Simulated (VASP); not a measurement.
Output of a VASP run:

OSZICAR:
```
       N       E                     dE             d eps       ncg     rms          rms(c)
DAV:   1     0.934970698630E+02    0.93497E+02   -0.63694E+03  1263   0.123E+03
DAV:   2    -0.104690643506E+00   -0.93602E+02   -0.91459E+02  1259   0.305E+02
DAV:   3    -0.417133899871E+01   -0.40666E+01   -0.40549E+01  1466   0.753E+01
DAV:   4    -0.426237634637E+01   -0.91037E-01   -0.91023E-01  1529   0.124E+01
DAV:   5    -0.426571940267E+01   -0.33431E-02   -0.33430E-02  1515   0.203E+00    0.547E-01
DAV:   6    -0.425383285818E+01    0.11887E-01   -0.17355E-02  1503   0.253E+00    0.263E-01
DAV:   7    -0.425067402356E+01    0.31588E-02   -0.70013E-03  1469   0.148E+00    0.848E-02
DAV:   8    -0.425042674900E+01    0.24727E-03   -0.30135E-04  1583   0.366E-01    0.882E-03
DAV:   9    -0.425042579727E+01    0.95173E-06   -0.87846E-06  1515   0.546E-02
   1 F= -.42504258E+01 E0= -.42504142E+01  d E =-.425043E+01
       N       E                     dE             d eps       ncg     rms          rms(c)
DAV:   1    -0.486074483213E+01   -0.61032E+00   -0.16681E+01  1439   0.867E+01    0.408E+00
DAV:   2    -0.432455074576E+01    0.53619E+00   -0.10857E+00  1415   0.246E+01    0.137E+00
DAV:   3    -0.425742424253E+01    0.67127E-01   -0.26156E-01  1499   0.112E+01    0.109E-01
DAV:   4    -0.425751697531E+01   -0.92733E-04   -0.34553E-03  1253   0.569E-01    0.601E-02
DAV:   5    -0.425784673793E+01   -0.32976E-03   -0.13638E-03  1338   0.309E-01    0.254E-02
DAV:   6    -0.425782357238E+01    0.23166E-04   -0.49925E-05  1382   0.115E-01    0.453E-03
DAV:   7    -0.425782372802E+01   -0.15563E-06   -0.40825E-06  1372   0.236E-02
   2 F= -.42578237E+01 E0= -.42575446E+01  d E =-.739793E-02
       N       E                     dE             d eps       ncg     rms          rms(c)
DAV:   1    -0.430111643444E+01   -0.43293E-01   -0.12708E+00  1445   0.260E+01    0.106E+00
DAV:   2    -0.426409828444E+01    0.37018E-01   -0.74210E-02  1433   0.605E+00    0.371E-01
DAV:   3    -0.425894518398E+01    0.51531E-02   -0.20945E-02  1579   0.310E+00    0.309E-02
DAV:   4    -0.425893899345E+01    0.61905E-05   -0.24025E-04  1283   0.180E-01    0.169E-02
DAV:   5    -0.425895650046E+01   -0.17507E-04   -0.13579E-04  1279   0.111E-01    0.933E-03
DAV:   6    -0.425895076752E+01    0.57329E-05   -0.12133E-05  1434   0.645E-02    0.158E-03
DAV:   7    -0.425895064408E+01    0.12344E-06   -0.71849E-07  1008   0.110E-02
   3 F= -.42589506E+01 E0= -.42587682E+01  d E =-.852485E-02
```

### OUTCAR
```
------------------------ aborting loop because EDIFF is reached ----------------------------------------
  FORCE on cell =-STRESS in cart. coord.  units (eV):
  Direction    XX          YY          ZZ          XY          YZ          ZX
  --------------------------------------------------------------------------------------
  Total       -0.0030252     -0.0030252     -0.0030252      0.0000000     -0.0000000      0.0000000
  in kB       -0.1668217     -0.1668217     -0.1668217      0.0000000     -0.0000000      0.0000000
  external PRESSURE =      -0.1668217 kB  Pullay stress =       0.0000000 kB
  volume of cell :       29.05
      direct lattice vectors                 reciprocal lattice vectors
     0.000000000  2.440019343  2.440019343    -0.204916408  0.204916408  0.204916408
     2.440019343 -0.000000000  2.440019343     0.204916408 -0.204916408  0.204916408
     2.440019343  2.440019343 -0.000000000     0.204916408  0.204916408 -0.204916408
 POSITION                                       TOTAL-FORCE (eV/Angst)
 -----------------------------------------------------------------------------------
      0.00000      0.00000      0.00000         0.000000      0.000000      0.000000
 -----------------------------------------------------------------------------------
    total drift:                               -0.000000      0.000000     -0.000000
  FREE ENERGIE OF THE ION-ELECTRON SYSTEM (eV)
  ---------------------------------------------------
  free  energy   TOTEN  =        -4.2589506441 eV

  energy  without entropy=       -4.2584033828  energy(sigma->0) =       -4.25876822

 reached required accuracy - stopping structural energy minimisation
```
(Selected blocks of OUTCAR.)

### POSCAR
```
Pb
1
    0.0000000000     2.4750000000     2.4750000000
    2.4750000000     0.0000000000     2.4750000000
    2.4750000000     2.4750000000     0.0000000000
Pb
1
Direct
  0.0000000000   0.0000000000   0.0000000000
```

### Question
Write an INCAR and KPOINTS that could have produced this output.

### Answer
Several could match; the one computed here: the input of the run itself, LDA (Ceperley-Alder, Perdew-Zunger), plane waves, VASP's LDA PAW potentials (set 64).

INCAR:
```
ALGO = Normal
EDIFF = 1E-6
EDIFFG = -0.01
ENCUT = 400
IBRION = 2
ISIF = 3
ISMEAR = 1
LASPH = T
LCHARG = F
LMAXMIX = 4
LREAL = F
LWAVE = F
NELM = 100
NSW = 60
PREC = Accurate
SIGMA = 0.1
SYSTEM = Pb
```

### KPOINTS
```
K-points
0
G
11 11 11
0 0 0
```

POTCAR, in this order: Pb_d (LDA.64 set). Program: vasp_std.

Energy and stress use the plane-wave basis of the starting cell.

The compound is Pb in the fcc structure. This run relaxes it. Symmetry was kept, so distortions that lower it aren't found.
